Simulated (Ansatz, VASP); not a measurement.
Given: the input of a run of VASP 6.6.1 on Ta3N. Atoms were shifted at random by some hundredths of an Å from the given cell, which wasn't relaxed again for these runs. The cell comes from a database or a generator and needn't be the stable form of this composition.

Contents of INCAR:

```
PREC     = Accurate       # precision mode
ENCUT    = 520            # plane-wave cutoff, eV
EDIFF    = 1E-7           # SCF threshold, eV
ISMEAR   = -1             # smearing method
SIGMA    = 0.05           # smearing width, eV
LREAL    = False          # projectors in reciprocal space
LASPH    = True           # aspherical terms in the spheres
NELM     = 100            # most SCF steps
ALGO     = Normal         # electronic algorithm
ISIF     = 2              # what is computed and relaxed
LWAVE    = False          # write WAVECAR
LCHARG   = False          # write CHGCAR
GGA      = PE             # functional
NBANDS   = 27             # bands
```

File KPOINTS:

```
Automatic mesh
0
Gamma
  10 10 4
```

Contents of POSCAR:

```
Ta3N
1.0
    3.0322239879      0.0000000000      0.0000000000
   -1.5161119940      2.6259830035      0.0000000000
    0.0000000000      0.0000000000      7.5241370000
Ta N
3 1
Direct
    0.6785570000      0.3518300000      0.8224020000
    0.3477140000      0.6649050000      0.1754850000
   -0.0005500000      0.0006550000      0.4951950000
   -0.0037170000      0.0154590000     -0.0067660000
```

Potentials or basis: VASP PAW PBE potentials, release 64 (Ta_pv, N).

Run with:

```sh
$ cat potpaw_PBE.64/Ta_pv/POTCAR potpaw_PBE.64/N/POTCAR > POTCAR
$ mpirun -np 1 vasp_std > vasp.out
```

Problem. Translate it to Ansatz 0.2.0. Potentials or basis there: Ansatz PAW, cutoff 420 eV.

Solution. As run (cutoffs and basis follow the program's own potentials, and thresholds, step limits or extra output files can differ):

input.yaml

```yaml
crystal:
  lattice:
    - [3.0322239879, 0.0, 0.0]
    - [-1.516111994, 2.6259830035, 0.0]
    - [0.0, 0.0, 7.524137]
  atoms:
    - { symbol: Ta, position: [0.678557, 0.35183, 0.822402] }
    - { symbol: Ta, position: [0.347714, 0.664905, 0.175485] }
    - { symbol: Ta, position: [-0.00055, 0.000655, 0.495195] }
    - { symbol: "N", position: [-0.003717, 0.015459, -0.006766] }
hamiltonian:
  xc: pbe
  pseudopotentials: { kind: paw }
kpoints:
  mp_grid: { grid: [10, 10, 4] }
scf:
  occupations: { method: fermi_dirac, width: 0.05 }
output:
  forces: true
  stress: true
  eigenvalues: true
  write_density: true
  write_potential: true
  elf: true
  volumetric_format: npy
```

Potentials or basis: Ansatz PAW.

Run with:

```bash
$ ansatz run input.yaml --threads 2 --pin off --max-ram 5120MiB --backend cpu --events-out ev --progress --plain --runs-dir out
```

Both were run:

|  | VASP | Ansatz |
| --- | --- | --- |
| Pressure | -0.6 GPa | -0.9 GPa |
| Largest force | 0.919 eV/Å | 0.960 eV/Å |

Ansatz's pressure holds a Pulay term of +0.21 GPa for its cutoff of 420 eV, which the other run lacks.

The potentials hold 38 and 44 valence electrons a cell.

Where Ansatz's input types no cutoff or centring, it takes its own default and a Γ-centred mesh.

Pressure is positive in compression.
